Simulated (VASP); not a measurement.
Calculation: RPBE GGA, VASP's PBE PAW potentials (set 64) (plane waves; VASP).

The input files of a VASP run:

File POSCAR:
```
Tc
1
    1.3700000000    -2.3729100000     0.0000000000
    1.3700000000     2.3729100000     0.0000000000
    0.0000000000     0.0000000000     4.3900000000
Tc
2
Direct
  0.3333330000   0.6666670000   0.2500000000
  0.6666670000   0.3333330000   0.7500000000
```

File KPOINTS:
```
Automatic mesh
0
Gamma
14 14 8
0 0 0
```

### INCAR
```
# general
SYSTEM  = Tc
PREC    = Accurate
ENCUT   = 520   # plane-wave cut-off (eV)
LREAL   = .False.   # projection in real space or not
LASPH   = .True.   # aspherical one-centre terms

# electronic loop
EDIFF   = 1E-6   # SCF stop (eV)
NELM    = 100   # most electronic steps
ALGO    = Normal   # blocked Davidson
LMAXMIX = 4   # l cut-off of mixed one-centre charges

# smearing
ISMEAR  = 1
SIGMA   = 0.1

# functional
GGA     = RP

# ions
IBRION  = 2
NSW     = 60   # most ionic steps
ISIF    = 3   # ions, shape and volume
EDIFFG  = -0.01   # ionic stop

# output
LWAVE   = .False.
LCHARG  = .False.
```

POTCAR, in this order: Tc_pv (PBE.64 set). Program: vasp_std.

What VASP printed:

### OUTCAR
```
 ion  position               nearest neighbor table
   1  0.333  0.667  0.250-   2 2.71   2 2.71   2 2.71   2 2.71   2 2.71   2 2.71
   2  0.667  0.333  0.750-   1 2.71   1 2.71   1 2.71   1 2.71   1 2.71   1 2.71
  LATTYP: Found a hexagonal cell.
 ALAT       =     2.7400003409
 C/A-ratio  =     1.6021895817
 Subroutine PRICEL returns:
 Original cell was already a primitive cell.
 Subroutine GETGRP returns: Found 24 space group operations
The static configuration has the point symmetry D_3d.
 The point group associated with its full space group is D_6h.
The dynamic configuration has the point symmetry D_3d.
 Subroutine INISYM returns: Found 24 space group operations
 Subroutine IBZKPT returns following result:
 Found    120 irreducible k-points:

 Following reciprocal coordinates:
            Coordinates               Weight
  0.000000  0.000000  0.000000      1.000000
  0.071429  0.000000  0.000000      6.000000
  0.142857  0.000000  0.000000      6.000000
  0.214286 -0.000000  0.000000      6.000000
  0.285714 -0.000000  0.000000      6.000000
  0.357143 -0.000000  0.000000      6.000000
  0.428571 -0.000000  0.000000      6.000000
  0.500000  0.000000  0.000000      3.000000
  0.071429  0.071429  0.000000      6.000000
  0.142857  0.071429  0.000000     12.000000
  0.214286  0.071429  0.000000     12.000000
  0.285714  0.071429  0.000000     12.000000
  0.357143  0.071429  0.000000     12.000000
  0.428571  0.071429  0.000000     12.000000
  0.142857  0.142857  0.000000      6.000000
  0.214286  0.142857  0.000000     12.000000
  0.285714  0.142857  0.000000     12.000000
  0.357143  0.142857  0.000000     12.000000
  0.428571  0.142857  0.000000      6.000000
  0.214286  0.214286  0.000000      6.000000
  0.285714  0.214286  0.000000     12.000000
  0.357143  0.214286  0.000000     12.000000
...
```

OSZICAR:
```
       N       E                     dE             d eps       ncg     rms          rms(c)
DAV:   1     0.313399463802E+03    0.31340E+03   -0.16949E+04  4104   0.162E+03
DAV:   2    -0.126225477222E+02   -0.32602E+03   -0.32285E+03  4445   0.455E+02
DAV:   3    -0.207018977496E+02   -0.80794E+01   -0.78614E+01  4930   0.820E+01
DAV:   4    -0.207894883036E+02   -0.87591E-01   -0.86415E-01  4439   0.808E+00
DAV:   5    -0.207902840249E+02   -0.79572E-03   -0.79564E-03  4572   0.741E-01    0.231E+01
DAV:   6    -0.195968861887E+02    0.11934E+01   -0.28857E+00  4326   0.170E+01    0.734E+00
DAV:   7    -0.194546157975E+02    0.14227E+00   -0.58195E-01  4653   0.699E+00    0.859E-01
DAV:   8    -0.194469274693E+02    0.76883E-02   -0.11036E-02  4189   0.114E+00    0.273E-01
DAV:   9    -0.194469864613E+02   -0.58992E-04   -0.51189E-04  4767   0.215E-01    0.220E-02
DAV:  10    -0.194469778476E+02    0.86137E-05   -0.11547E-05  4272   0.330E-02    0.693E-03
DAV:  11    -0.194469771285E+02    0.71911E-06   -0.60209E-07  2144   0.933E-03
   1 F= -.19446977E+02 E0= -.19446590E+02  d E =-.194470E+02
       N       E                     dE             d eps       ncg     rms          rms(c)
DAV:   1    -0.220236453054E+02   -0.25767E+01   -0.77668E+01  4310   0.109E+02    0.146E+01
DAV:   2    -0.193847875391E+02    0.26389E+01   -0.83303E+00  4331   0.283E+01    0.238E+00
DAV:   3    -0.193167507640E+02    0.68037E-01   -0.80343E-01  4488   0.813E+00    0.178E+00
DAV:   4    -0.193610882653E+02   -0.44338E-01   -0.53832E-02  4122   0.171E+00    0.698E-01
DAV:   5    -0.193594170478E+02    0.16712E-02   -0.73990E-03  4601   0.799E-01    0.137E-01
DAV:   6    -0.193596867191E+02   -0.26967E-03   -0.24737E-04  4444   0.137E-01    0.128E-02
DAV:   7    -0.193596866774E+02    0.41661E-07   -0.33101E-06  3989   0.126E-02
   2 F= -.19359687E+02 E0= -.19359254E+02  d E =0.872905E-01
       N       E                     dE             d eps       ncg     rms          rms(c)
DAV:   1    -0.208839865370E+02   -0.15243E+01   -0.39195E+01  4200   0.726E+01    0.131E+01
DAV:   2    -0.194921923452E+02    0.13918E+01   -0.41102E+00  4220   0.211E+01    0.189E+00
DAV:   3    -0.194344293262E+02    0.57763E-01   -0.45606E-01  4515   0.630E+00    0.206E+00
DAV:   4    -0.194576493410E+02   -0.23220E-01   -0.16363E-02  4183   0.104E+00    0.276E-01
DAV:   5    -0.194600582201E+02   -0.24089E-02   -0.59850E-03  4624   0.692E-01    0.537E-02
DAV:   6    -0.194600949201E+02   -0.36700E-04   -0.21402E-04  4241   0.138E-01    0.259E-02
DAV:   7    -0.194600930766E+02    0.18435E-05   -0.28380E-06  3677   0.156E-02    0.757E-04
DAV:   8    -0.194600933061E+02   -0.22949E-06   -0.10972E-07  2056   0.325E-03
   3 F= -.19460093E+02 E0= -.19459669E+02  d E =-.131162E-01
       N       E                     dE             d eps       ncg     rms          rms(c)
DAV:   1    -0.194601961647E+02   -0.10309E-03   -0.26610E-03  4234   0.620E-01    0.102E-01
DAV:   2    -0.194601019958E+02    0.94169E-04   -0.27483E-04  4254   0.170E-01    0.145E-02
DAV:   3    -0.194600994722E+02    0.25236E-05   -0.28752E-05  4474   0.500E-02    0.143E-02
DAV:   4    -0.194601029702E+02   -0.34980E-05   -0.12226E-06  2715   0.911E-03    0.106E-03
DAV:   5    -0.194601032210E+02   -0.25075E-06   -0.32153E-07  2045   0.514E-03
   4 F= -.19460103E+02 E0= -.19459679E+02  d E =-.131261E-01
```

OUTCAR:
```
------------------------ aborting loop because EDIFF is reached ----------------------------------------
  FORCE on cell =-STRESS in cart. coord.  units (eV):
  Direction    XX          YY          ZZ          XY          YZ          ZX
  --------------------------------------------------------------------------------------
  Total       -0.0023108     -0.0023108     -0.0100663     -0.0000000      0.0000000      0.0000000
  in kB       -0.1268599     -0.1268600     -0.5526158     -0.0000000      0.0000000      0.0000000
  external PRESSURE =      -0.2687786 kB  Pullay stress =       0.0000000 kB
  volume of cell :       29.18
      direct lattice vectors                 reciprocal lattice vectors
     1.380193669 -2.390565962  0.000000000     0.362268000 -0.209155492  0.000000000
     1.380193669  2.390565962 -0.000000000     0.362268000  0.209155492  0.000000000
    -0.000000000  0.000000000  4.422693536     0.000000000  0.000000000  0.226106555
 POSITION                                       TOTAL-FORCE (eV/Angst)
 -----------------------------------------------------------------------------------
      1.38019      0.79686      1.10567        -0.000000      0.000000      0.000000
      1.38019     -0.79686      3.31702         0.000000     -0.000000      0.000000
 -----------------------------------------------------------------------------------
    total drift:                               -0.000028      0.000626     -0.000043
  FREE ENERGIE OF THE ION-ELECTRON SYSTEM (eV)
  ---------------------------------------------------
  free  energy   TOTEN  =       -19.4601032210 eV

  energy  without entropy=      -19.4588316338  energy(sigma->0) =      -19.45967936

 reached required accuracy - stopping structural energy minimisation
```
(Selected blocks of OUTCAR.)

**CONTCAR**
```
Tc
   1.00000000000000
     1.3801936692599215   -2.3905659618603234    0.0000000000000000
     1.3801936692599215    2.3905659618603234   -0.0000000000000000
    -0.0000000000000000    0.0000000000000000    4.4226935360493753
  Tc
     2
Direct
     0.3333330000000032    0.6666669999999968    0.2500000000000000
     0.6666669999999968    0.3333330000000032    0.7500000000000000
```

### OUTCAR
```
 val. band max:       12.3574836651   @ k =   0.3571   0.2857   0.5000

 cond. band min:      12.3636113029   @ k =   0.4286   0.0714   0.1250


 Fermi energy:        12.3595627958

 k-point     1 :       0.0000    0.0000    0.0000
  band No.  band energies     occupation
      1     -27.0191      2.00000
      2     -25.9838      2.00000
      3     -25.9838      2.00000
      4     -25.8077      2.00000
      5     -25.8077      2.00000
      6     -25.7696      2.00000
      7       5.1798      2.00000
      8       7.1034      2.00000
      9      10.8935      2.00000
     10      10.8935      2.00000
     11      10.9671      2.00000
     12      11.5894      2.00000
     13      11.5895      2.00000
     14      12.2639      2.04010
     15      12.2639      2.04003
     16      14.0260     -0.00000
     17      14.8488      0.00000

 k-point     2 :       0.0714    0.0000    0.0000
  band No.  band energies     occupation
      1     -26.9996      2.00000
      2     -26.0274      2.00000
      3     -25.9980      2.00000
      4     -25.8532      2.00000
      5     -25.8139      2.00000
      6     -25.7779      2.00000
      7       5.3676      2.00000
      8       7.2553      2.00000
      9      10.5117      2.00000
     10      11.0531      2.00000
     11      11.2926      2.00000
     12      11.4952      2.00000
     13      11.7378      2.00000
     14      12.0286      2.00003
     15      12.1383      2.00758
     16      13.0431     -0.00000
     17      14.9275      0.00000

 k-point     3 :       0.1429    0.0000    0.0000
  band No.  band energies     occupation
      1     -26.9432      2.00000
      2     -26.1501      2.00000
      3     -26.0372      2.00000
      4     -25.9785      2.00000
      5     -25.8319      2.00000
      6     -25.8030      2.00000
      7       5.8953      2.00000
      8       7.6426      2.00000
      9      10.0466      2.00000
     10      11.1279      2.00000
     11      11.2100      2.00000
...
```

Energy and stress use the plane-wave basis of the starting cell.

The compound is Tc in the hcp structure. This run relaxes it. Symmetry was kept, so distortions that lower it aren't found.
